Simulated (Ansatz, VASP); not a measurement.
**Mo2SNO (Mo2NOS MXene monolayer) in two plane-wave programs**

Wanted: the spread between two codes on one cell, functional and k mesh. The cell is taken from a series of runs on this material, whose earlier steps may have relaxed, scaled, displaced or heated it; both programs get it as it stands.

Method: plane waves, with VASP 6.6.1 beside it; single point at PBE with D3(BJ), in Ansatz 0.2.0.

### Step 1. The structure

The cell holds 5 atoms: 1 S, 2 Mo, 1 N and 1 O. Cell: a = 2.949 Å, b = 2.949 Å, c = 23.562 Å, α = 90.0°, β = 90.0°, γ = 120.0°. Vacuum lies along c.

Coordinates:

```cif
data_structure
_symmetry_space_group_name_H-M 'P 1'
_symmetry_Int_Tables_number 1
_cell_length_a 2.9486
_cell_length_b 2.9486
_cell_length_c 23.5621
_cell_angle_alpha 90.000
_cell_angle_beta 90.000
_cell_angle_gamma 120.000
_cell_volume 177.41
loop_
_atom_site_label
_atom_site_type_symbol
_atom_site_fract_x
_atom_site_fract_y
_atom_site_fract_z
_atom_site_occupancy
S1 S 0.33333 0.66667 0.38197 1
Mo2 Mo 0.66667 0.33333 0.45195 1
Mo3 Mo 0.33333 0.66667 0.56915 1
N4 N 0.00000 0.00000 0.51361 1
O5 O 0.66667 0.33333 0.61803 1
```

### Step 2. Ansatz: single point, PBE with D3(BJ)

Ansatz runs on its PAW soft_1 files.

With cell and atoms fixed, the geometry can't cause a difference; cores, projectors, grids and the points listed under the comparison can.

input.yaml reads:

```yaml
crystal:
  lattice:
    - [2.9485681949, 0.0, 0.0]
    - [-1.4742840974, 2.5535349615, 0.0]
    - [0.0, 0.0, 23.5621274265]
  atoms:
    - { symbol: S, position: [0.3333333333, 0.6666666667, 0.3819689045] }
    - { symbol: Mo, position: [0.6666666667, 0.3333333333, 0.4519477134] }
    - { symbol: "N", position: [0.0, 0.0, 0.5136074406] }
    - { symbol: Mo, position: [0.3333333333, 0.6666666667, 0.5691461429] }
    - { symbol: O, position: [0.6666666667, 0.3333333333, 0.6180310955] }
kpoints:
  mp_grid: { grid: [18, 18, 1] }
  band_path:
    path: [[0, 0, 0], [0.5, 0, 0], [0.33333333, 0.33333333, 0], [0, 0, 0]]
    npoints: 16
hamiltonian:
  xc: pbe
  dispersion: d3bj
  pseudopotentials: { kind: paw, azcp: { folder: soft_1 } }
scf:
  occupations: { method: fermi_dirac, width: 0.02585 }
  convergence: { dr2_threshold: 1.0e-10 }
efield:
  axis: 3
  dipole_correction: true
  ramp_position: 0.97
  ramp_width: 0.06
  amplitude: 0
output:
  dos: { projected: true, e_range: [-6, 5] }
  write_potential: true
  write_density: true
  volumetric_format: npy
  elf: true
```

Launch:

```bash
$ ansatz run input.yaml --threads 2 --pin off --max-ram 3072MiB --backend cpu --events-out ev --progress --plain --runs-dir out
```

Numbers of over 12 decimals in the logs are rounded to 6 here.

Log:

```text
Engine: ansatz 0.2.0, aarch64-unknown-linux-gnu
Pseudopotentials: kind: paw
Pseudopotential: S, paw, valence charge 6, recommended cutoff 420 eV (normal), soft_1/S.paw.azcp
Pseudopotential: Mo, paw, valence charge 14, recommended cutoff 420 eV (normal), soft_1/Mo.paw.azcp
Pseudopotential: N, paw, valence charge 5, recommended cutoff 420 eV (normal), soft_1/N.paw.azcp
Pseudopotential: O, paw, valence charge 6, recommended cutoff 420 eV (normal), soft_1/O.paw.azcp
Functional definition: PBE
  parameter kappa = 0.804
  parameter beta = 0.066725
  exchange = pbe_x(kappa = kappa, mu = beta*pi^2/3)
  correlation = pbe_c(beta = beta)
Crystal: 5 atoms, lattice volume = 177.406 Å³
Basis set: ecut = 420 eV, 3391 PW (Γ)
Bands: 28, of which v1, the nominal top of the filled ones, is band 23 counted from 1 (22 counted from 0)
Symmetry: 6 space group operations
Space group: P3m1 (ITA 156), of the structure as read, at distance tolerance 5.6e-5 Å
k-points: 37 of 324 (time reversal used)
Non-local potential: S, projectors of the file, l = 0: 2, l = 1: 2, l = 2: 1
Non-local potential: Mo, projectors of the file, l = 0: 3, l = 1: 2, l = 2: 2, l = 3: 1
Non-local potential: N, projectors of the file, l = 0: 2, l = 1: 2, l = 2: 1
Non-local potential: O, projectors of the file, l = 0: 2, l = 1: 2, l = 2: 1
PAW form: soft (Blöchl's): semilocal exchange-correlation on the pseudo side does not see the compensation charge
PAW one-centre angular grid: S, 110 points (default); XC on 64 Gauss nodes
PAW one-centre angular grid: Mo, 590 points (default); XC on 64 Gauss nodes
PAW one-centre angular grid: N, 110 points (default); XC on 64 Gauss nodes
PAW one-centre angular grid: O, 110 points (default); XC on 64 Gauss nodes
Initial density: superposition of atomic densities (neutral atoms: chi_scale 0, normalization atom)
Initial wavefunctions: pseudopotential atomic-orbital guess
Functional: x = pbe(κ = 0.804, μ = 0.219515), c = pbe(β = 0.066725)
SCF iter   1: F=—  HF=-11774.648512 eV  |F-HF|=—  |Δ(HF+E_count)|=         —  Δρ=1.11e-1  dr2=2.82e1  ethr=3.10e-3  p=-0.000 e·Å  D=-8.49e-7 V/Å  ΔV_dip=0.00 eV  dr2_dipole=4.48e-2  V_vac-E_F(+/−)=5.58/5.58 eV  ⟨swp⟩=11.8  Hψ=6600  notcnv=0
efield: sawtooth ramp at fractional position 0.9700 (set: `efield.ramp_position`, or a place that a band, a saddle search or an elastic batch's reference lends), width 0.0600; the density the first Hamiltonian is built on has a dipole p = -0.000 e·Å; the dipole correction subtracts the counter field D = -8.49e-7 V/Å, which shifts the + side's vacuum level by +0.00 eV against the − side's; the planar-averaged density in the ramp window peaks in size at 2.0e-6 e/Å³
preconditioner: auto → LDOS  [metal: Δε(μ)=0.056 eV  Ē_g=10.380 eV  σ=0.026 eV  W_gap=0.45  n_scr=16 (ndim 8)  ℏωp=15.0 eV  f_vac=0.628  D(μ)=2.21/eV (n_scr^D=10)  β→1.0]
SCF iter   2: F=—  HF=-11770.548363 eV  |F-HF|=—  |Δ(HF+E_count)|=    4.10e0  Δρ=9.61e-2  dr2=1.97e1  ethr=3.10e-3  p=-0.061 e·Å  D=-6.25e-2 V/Å  ΔV_dip=1.47 eV  dr2_dipole=4.28e-2  V_vac-E_F(+/−)=6.19/4.72 eV  ⟨swp⟩=4.6  Hψ=3275  notcnv=0  defer=22
SCF iter   3: F=—  HF=-11768.232983 eV  |F-HF|=—  |Δ(HF+E_count)|=    2.32e0  Δρ=1.77e-2  dr2=9.26e-1  ethr=3.10e-3  p=-0.039 e·Å  D=-4.00e-2 V/Å  ΔV_dip=0.94 eV  dr2_dipole=9.23e-6  V_vac-E_F(+/−)=5.82/4.88 eV  ⟨swp⟩=4.1  Hψ=3019  notcnv=0  defer=15
SCF iter   4: F=—  HF=-11768.089947 eV  |F-HF|=—  |Δ(HF+E_count)|=   1.43e-1  Δρ=4.48e-3  dr2=5.22e-2  ethr=2.06e-3  p=-0.041 e·Å  D=-4.14e-2 V/Å  ΔV_dip=0.98 eV  dr2_dipole=4.98e-3  V_vac-E_F(+/−)=6.30/5.32 eV  ⟨swp⟩=2.3  Hψ=1696  notcnv=0  defer=19
SCF iter   5: F=—  HF=-11768.081980 eV  |F-HF|=—  |Δ(HF+E_count)|=   7.97e-3  Δρ=1.03e-3  dr2=3.76e-3  ethr=1.16e-4  p=-0.055 e·Å  D=-5.66e-2 V/Å  ΔV_dip=1.33 eV  dr2_dipole=5.23e-4  V_vac-E_F(+/−)=6.31/4.98 eV  ⟨swp⟩=3.9  Hψ=2487  notcnv=0  defer=19
SCF iter   6: F=—  HF=-11768.081937 eV  |F-HF|=—  |Δ(HF+E_count)|=   4.30e-5  Δρ=3.17e-4  dr2=2.53e-4  ethr=8.36e-6  p=-0.053 e·Å  D=-5.44e-2 V/Å  ΔV_dip=1.28 eV  dr2_dipole=2.88e-5  V_vac-E_F(+/−)=6.32/5.03 eV  ⟨swp⟩=2.2  Hψ=1521  notcnv=0  defer=19
SCF iter   7: F=—  HF=-11768.082041 eV  |F-HF|=—  |Δ(HF+E_count)|=   1.04e-4  Δρ=9.94e-5  dr2=6.64e-5  ethr=5.63e-7  p=-0.053 e·Å  D=-5.46e-2 V/Å  ΔV_dip=1.29 eV  dr2_dipole=1.13e-5  V_vac-E_F(+/−)=6.32/5.04 eV  ⟨swp⟩=2.6  Hψ=1905  notcnv=0  defer=19
SCF iter   8: F=—  HF=-11768.082045 eV  |F-HF|=—  |Δ(HF+E_count)|=   3.27e-6  Δρ=3.25e-5  dr2=5.19e-6  ethr=1.48e-7  p=-0.054 e·Å  D=-5.46e-2 V/Å  ΔV_dip=1.29 eV  dr2_dipole=7.45e-7  V_vac-E_F(+/−)=6.33/5.04 eV  ⟨swp⟩=2.1  Hψ=1459  notcnv=0  defer=19
SCF iter   9: F=—  HF=-11768.082045 eV  |F-HF|=—  |Δ(HF+E_count)|=   4.90e-9  Δρ=9.83e-6  dr2=2.59e-7  ethr=1.15e-8  p=-0.054 e·Å  D=-5.46e-2 V/Å  ΔV_dip=1.29 eV  dr2_dipole=1.12e-8  V_vac-E_F(+/−)=6.33/5.04 eV  ⟨swp⟩=2.4  Hψ=1623  notcnv=0  defer=19
SCF iter  10: F=—  HF=-11768.082044 eV  |F-HF|=—  |Δ(HF+E_count)|=   6.28e-7  Δρ=3.60e-6  dr2=2.12e-8  ethr=5.76e-10  p=-0.054 e·Å  D=-5.46e-2 V/Å  ΔV_dip=1.29 eV  dr2_dipole=1.98e-9  V_vac-E_F(+/−)=6.33/5.04 eV  ⟨swp⟩=2.4  Hψ=2007  notcnv=0  defer=19
SCF iter  11: F=—  HF=-11768.082044 eV  |F-HF|=—  |Δ(HF+E_count)|=   2.74e-9  Δρ=7.05e-7  dr2=1.70e-9  ethr=4.70e-11  p=-0.054 e·Å  D=-5.46e-2 V/Å  ΔV_dip=1.29 eV  dr2_dipole=2.92e-10  V_vac-E_F(+/−)=6.33/5.04 eV  ⟨swp⟩=2.7  Hψ=2061  notcnv=0  defer=19
SCF iter  12: F=-11768.082044 eV  HF=-11768.082044 eV  |F-HF|=6.91e-11  |Δ(HF+E_count)|=   1.31e-9  Δρ=2.21e-7  dr2=6.93e-11  ethr=1.00e-12  p=-0.054 e·Å  D=-5.46e-2 V/Å  ΔV_dip=1.29 eV  dr2_dipole=8.77e-14  V_vac-E_F(+/−)=6.33/5.04 eV  ⟨swp⟩=7.2  Hψ=4661  notcnv=0
SCF 1 converged in 12 iterations: F = -11768.082044 eV  dr2 = 6.93e-11
  greatest PAW one-centre occupation: 0.999 electrons in one spin orbital (limit 2), on the Mo atom at site 3 (counted from 0), in its partial waves of l = 0
NSCF: frozen V_eff on 49 k-points
efield: sawtooth ramp at fractional position 0.9700 (kept from the solve that this one continues, or follows in the run), width 0.0600; the density the first Hamiltonian is built on has a dipole p = -0.054 e·Å; the dipole correction subtracts the counter field D = -5.46e-2 V/Å, which shifts the + side's vacuum level by +1.29 eV against the − side's; the planar-averaged density in the ramp window peaks in size at 2.5e-6 e/Å³
WARN: The output density's exchange-correlation potential varies sharply where the density is thin. Do not read a vacuum level from v_tot or v_xc, or from such a field of the output density. On a cell that repeats whose density bears no net charge and no dipole along the vacuum's axis use v_es (v_loc + v_h of the components); under efield.dipole_correction with no amplitude use v_es + v_field, which holds any externa [...]
SCF converged after 12 iterations
Free energy (F): -11768.082044 eV
Harris-Foulkes:  -11768.082044 eV  (|F-HF|=6.91e-11)
Internal energy: -11768.074521 eV  (E = F + TS)
E sigma→0 (E₀):  -11768.078283 eV
Entropy (-TS):   -0.007523 eV (-1.505 meV/atom)
Fermi energy:    1.585785 eV
Dipole field:    D = -0.054571 V/Å  (p = -0.053501 e·Å, saw-weighted, corrected)
Work function:   Φ+ = 6.3291 eV   Φ− = 5.0432 eV
Levels:          The Fermi level and band energies are counted from a zero that moves with the ramp; work functions are not
--- Per-component energies (eV) ---
  E_band       = -806.474288
  E_kinetic    = 1248.652428
  E_local      = -52679.593683  (includes V_loc(G=0)·N_el)
  E_nonlocal   = 418.374202
  E_hartree    = 25642.663194
  E_xc         = -572.518582
  E_vxc        = -689.149216  (∫ρ·V_xc dr)
  E_paw        = -7321.624142  (= ΣΔE_a)
  E_vpaw       = -390.555974  (= ΣTr[D̂ρ^β])
  E_aug_tail   = 0.001777  (compensation charges beyond the density's cutoff)
  E_efield     = 0.001460  (sawtooth field / dipole correction)
  E_vefield    = 0.470117  (∫n·V_field dr)
  E_ewald      = 21497.576022
  E_disp       = -1.607198  (pairwise vdW)
  E_smearing   = -0.007523  (= −TS)
  E_closure    = -0.000000  (closes the sum)
  Σ components = -11768.082044   (vs F -11768.082044, Δ=0.00e0)
--- Band table (eV; the first three rows and the last of 37) ---
  k-point 0: bands = [... 19 lower, 0.0175, 0.0175, 0.7142, 0.7142, 1.4319, 1.4319, 2.0354, 4.0872, ... 1 higher]
  k-point 1: bands = [... 19 lower, -0.1648, -0.0832, 0.8689, 0.9407, 1.3870, 1.4369, 2.0701, 3.9725, ... 1 higher]
  k-point 2: bands = [... 19 lower, -0.3918, -0.1065, 0.9469, 1.1513, 1.3957, 1.6358, 2.1793, 3.7807, ... 1 higher]
  k-point 36: bands = [... 19 lower, -2.4181, 1.1579, 1.7515, 2.0716, 2.3899, 2.4282, 2.9768, 4.3465, ... 1 higher]
```

Reading the cycles: dr2 is the Hartree energy of the density residual (eV), the measure of convergence; HF is the Harris–Foulkes estimate of the energy, which meets the free energy F at convergence.

### Step 3. VASP: single point, PBE with D3(BJ)

The same cell, functional, mesh and smearing now go to VASP, with its own data sets.

Lines of VASP's logs that name or quote its potential files are left out, and so is its time.

INCAR reads:

```
SYSTEM = Mo2SNO
PREC = Accurate
ENCUT = 520
EDIFF = 1E-06
NELM = 120
ISMEAR = -1
SIGMA = 0.02585
LREAL = .FALSE.
ALGO = Normal
GGA = PE
IVDW = 12
NBANDS = 28
LASPH = .TRUE.
LORBIT = 11
LWAVE = .FALSE.
LCHARG = .FALSE.
ISIF = 2
LDIPOL = .TRUE.
IDIPOL = 3
DIPOL = 0.5 0.5 0.508
LVHAR = .TRUE.
GGA_COMPAT = .FALSE.
NELMDL = -8
KPAR = 2
```

POSCAR reads:

```
Mo2SNO
1.0
    2.9485681949      0.0000000000      0.0000000000
   -1.4742840974      2.5535349615      0.0000000000
    0.0000000000      0.0000000000     23.5621274265
S Mo N O
1 2 1 1
Direct
    0.3333333333      0.6666666667      0.3819689045
    0.6666666666      0.3333333334      0.4519477134
    0.3333333333      0.6666666667      0.5691461429
    1.0000000000      0.0000000000      0.5136074406
    0.6666666666      0.3333333334      0.6180310955
```

KPOINTS reads:

```
Automatic mesh
0
Gamma
18 18 1
0 0 0
```

PAW data sets: S, Mo_sv, N and O (PBE family, release 64).

Launch:

```bash
$ mpirun -np 2 vasp_std
```

Log:

```text
[banner, memory and clock lines left out]
running    2 mpi-ranks, on    1 nodes
 distrk:  each k-point on    1 cores,    2 groups
 distr:  one band on    1 cores,    1 groups

 POSCAR found type information on POSCAR S MoN O
 POSCAR found :  4 types and       5 ions
 LDA part: xc-table for (Slater+PW92), standard interpolation
 POSCAR, INCAR and KPOINTS ok, starting setup
 FFT: planning ... GRIDC
 FFT: planning ... GRID_SOFT
 FFT: planning ... GRID
 WAVECAR not read
 entering main loop
       N       E                     dE             d eps       ncg     rms          rms(c)
DAV:   1     0.434194786515E+03    0.43419E+03   -0.25776E+04  2568   0.138E+03
DAV:   2    -0.181893996337E+02   -0.45238E+03   -0.44398E+03  2592   0.378E+02
DAV:   3    -0.483500821784E+02   -0.30161E+02   -0.29266E+02  2452   0.927E+01
DAV:   4    -0.493548485989E+02   -0.10048E+01   -0.98930E+00  2804   0.160E+01
DAV:   5    -0.493785464959E+02   -0.23698E-01   -0.23585E-01  2636   0.214E+00
DAV:   6    -0.493793221258E+02   -0.77563E-03   -0.77528E-03  2852   0.374E-01
DAV:   7    -0.493793498591E+02   -0.27733E-04   -0.27732E-04  2608   0.617E-02
DAV:   8    -0.493793511927E+02   -0.13335E-05   -0.13336E-05  2460   0.130E-02    0.414E+01
DAV:   9    -0.443446344168E+02    0.50347E+01   -0.59863E+01  2292   0.444E+01    0.154E+01
DAV:  10    -0.503742386519E+02   -0.60296E+01   -0.54917E+01  2648   0.401E+01    0.180E+01
DAV:  11    -0.450053777537E+02    0.53689E+01   -0.38174E+01  2940   0.366E+01    0.130E+01
DAV:  12    -0.429491177820E+02    0.20563E+01   -0.20969E+01  2628   0.196E+01    0.362E+00
DAV:  13    -0.427453721839E+02    0.20375E+00   -0.17757E+00  2380   0.793E+00    0.205E+00
DAV:  14    -0.427129427943E+02    0.32429E-01   -0.23745E-01  2540   0.291E+00    0.145E+00
[...]
DAV:  24    -0.426895241571E+02   -0.29191E-04   -0.64710E-06  2276   0.164E-02    0.769E-03
DAV:  25    -0.426895509204E+02   -0.26763E-04   -0.24348E-06  1720   0.900E-03    0.327E-03
DAV:  26    -0.426895631483E+02   -0.12228E-04   -0.96281E-07  1392   0.536E-03    0.194E-03
DAV:  27    -0.426895751687E+02   -0.12020E-04   -0.10338E-06  1472   0.459E-03    0.147E-03
DAV:  28    -0.426895773201E+02   -0.21514E-05   -0.10023E-07  1220   0.168E-03    0.950E-04
DAV:  29    -0.426895792358E+02   -0.19156E-05   -0.14389E-07  1244   0.183E-03    0.317E-04
DAV:  30    -0.426895802835E+02   -0.10477E-05   -0.59472E-08  1152   0.102E-03    0.267E-04
DAV:  31    -0.426895810495E+02   -0.76599E-06   -0.32061E-08  1140   0.662E-04
   1 F= -.44296623E+02 E0= -.44292849E+02  d E =-.754923E-02
```

Parts of OUTCAR (step 3):

```text
ion  position               nearest neighbor table
   1  0.333  0.667  0.382-   2 2.37   2 2.37   2 2.37
   2  0.667  0.333  0.452-   4 2.24   4 2.24   4 2.24   1 2.37   1 2.37   1 2.37   3 3.24   3 3.24
                             3 3.24
   3  0.333  0.667  0.569-   5 2.06   5 2.06   5 2.06   4 2.15   4 2.15   4 2.15   2 3.24   2 3.24
                             2 3.24
   4  0.000  0.000  0.514-   3 2.15   3 2.15   3 2.15   2 2.24   2 2.24   2 2.24
   5  0.667  0.333  0.618-   3 2.06   3 2.06   3 2.06

  LATTYP: Found a hexagonal cell.
 ALAT       =     2.9485681949
 C/A-ratio  =     7.9910403521

 Subroutine GETGRP returns: Found  6 space group operations
 (whereof  6 operations were pure point group operations)

The static configuration has the point symmetry C_3v.

 Found     37 irreducible k-points:

   k-points           NKPTS =     37   k-points in BZ     NKDIM =     37   number of bands    NBANDS=     28

   dimension x,y,z NGX =    24 NGY =   24 NGZ =  180
   dimension x,y,z NGXF=    48 NGYF=   48 NGZF=  360

   ENCUT  =  520.0 eV  38.22 Ry    6.18 a.u.   5.48  5.48 43.81*2*pi/ulx,y,z

   NELECT =      45.0000    total number of electrons

 k-points in reciprocal lattice and weights: Automatic mesh
   0.00000000  0.00000000  0.00000000       0.003
   0.05555556 -0.00000000  0.00000000       0.019
   0.11111111 -0.00000000  0.00000000       0.019
   0.16666667  0.00000000  0.00000000       0.019
   0.22222222 -0.00000000  0.00000000       0.019
   0.27777778 -0.00000000  0.00000000       0.019
   0.33333333 -0.00000000  0.00000000       0.019
   0.38888889 -0.00000000  0.00000000       0.019
   0.44444444 -0.00000000  0.00000000       0.019
[...]
0.33333333  0.27777778  0.00000000       0.037
   0.33333333  0.33333333  0.00000000       0.006

 dipolmoment           0.000000      0.000000      0.055785 electrons x Angstroem

 average (electrostatic) potential at core
       1 -92.5000       2 -82.6988       3 -83.3618       4 -70.3916       5 -76.6469

 E-fermi :  -0.3106

 k-point     1 :       0.0000    0.0000    0.0000
  band No.  band energies     occupation
    ...
     21      -1.8809      2.00000
     22      -1.1838      2.00000
     23      -1.1838      2.00000
     24      -0.4614      1.99418
     25      -0.4614      1.99418
     26       0.1418      0.00000
     27       2.1875      0.00000
     28       2.1875      0.00000

 k-point     2 :       0.0556   -0.0000    0.0000
  band No.  band energies     occupation
    ...
     21      -1.9819      2.00000
     22      -1.0299      2.00000
     23      -0.9575      2.00000
     24      -0.5069      1.99899
     25      -0.4567      1.99300
     26       0.1766      0.00000
     27       2.0736      0.00000
     28       2.2070      0.00000

 k-point     3 :       0.1111   -0.0000    0.0000
  band No.  band energies     occupation
    ...
     20      -2.2891      2.00000
     21      -2.0052      2.00000
     22      -0.9516      2.00000
     23      -0.7458      2.00000
     24      -0.5003      1.99870
     25      -0.2594      0.24246
     26       0.2858      0.00000
     27       1.8835      0.00000
     28       2.2499      0.00000

 Edisp (eV)   -1.60704

  Total       0.06244     0.06244     0.15339     0.00000     0.00000     0.00000
  in kB       0.56394     0.56394     1.38532     0.00000     0.00000     0.00000
  external pressure =        0.84 kB  Pullay stress =        0.00 kB

  energy-cutoff  :      520.00
  volume of cell :      177.41
      direct lattice vectors                 reciprocal lattice vectors
     2.948568195  0.000000000  0.000000000     0.339147659  0.195806992  0.000000000
    -1.474284097  2.553534962  0.000000000     0.000000000  0.391613984  0.000000000
     0.000000000  0.000000000 23.562127426     0.000000000  0.000000000  0.042440989

 POSITION                                       TOTAL-FORCE (eV/Angst)
 -----------------------------------------------------------------------------------
     -0.00000      1.70236      9.00000        -0.000000     -0.000000      0.031593
      1.47428      0.85118     10.64885         0.000000     -0.000000     -0.108572
     -0.00000      1.70236     13.41029         0.000000      0.000000      0.002326
      0.00000      0.00000     12.10168         0.000000     -0.000000      0.012589
      1.47428      0.85118     14.56213        -0.000000      0.000000      0.062064
 -----------------------------------------------------------------------------------
    total drift:                                0.000001     -0.000001      0.000100

  FREE ENERGIE OF THE ION-ELECTRON SYSTEM (eV)
  ---------------------------------------------------
  free  energy   TOTEN  =       -44.2966231815 eV

  energy  without entropy=      -44.2890739497  energy(sigma->0) =      -44.29284857

 vacuum level on the upper side and lower side of the slab         6.046         4.705

 total charge
# of ion       s       p       d       tot
------------------------------------------
    1        1.371   2.342   0.000   3.714
    2        2.282   6.207   4.022  12.511
    3        2.286   6.236   3.848  12.370
    4        1.240   2.478   0.000   3.718
    5        1.582   3.395   0.000   4.977
--------------------------------------------------
tot          8.762  20.659   7.870  37.290

[... 3 further parts left out ...]
```

This run has no spin polarisation, so a moment on Mo, if there is one, isn't seen. Its electron count is odd, so without a moment it is a metal by construction.

### Step 4. Side by side

Known differences besides the potentials themselves: the cutoff is 420 eV in Ansatz and 520 eV in VASP. Total energies have different zeros and are not compared.

The two programs side by side:

```csv
quantity,Ansatz,VASP,difference
"work function, lower of the two faces (eV)",5.04,5.02,+0.03
"work function, higher of the two faces (eV)",6.33,6.36,-0.03
```

With vacuum in the cell, a pressure given here is an average over mostly empty space and none of the material.

### Step 5. Results

```json
{"difference in work function, lower of the two faces (single point, PBE with D3(BJ))": "0.028 eV"}
```

What this shows: The difference in work function, lower of the two faces is 0.028 eV (single point, PBE with D3(BJ)). How closely two codes agree says nothing of how well the functional describes the real material.

[Lines on the potential files, build, host, timing and source positions are cut from VASP's logs without a mark.]

[Logs are printed without paths, hosts, clocks, repeated set-up lines and the standing remarks that a program may print on its own settings, such as how far it seeks lower states.]

[Hosts, paths, dates, database ids (printed as entryN), source tags and the programs' standing remarks are cut or masked in the printed files.]
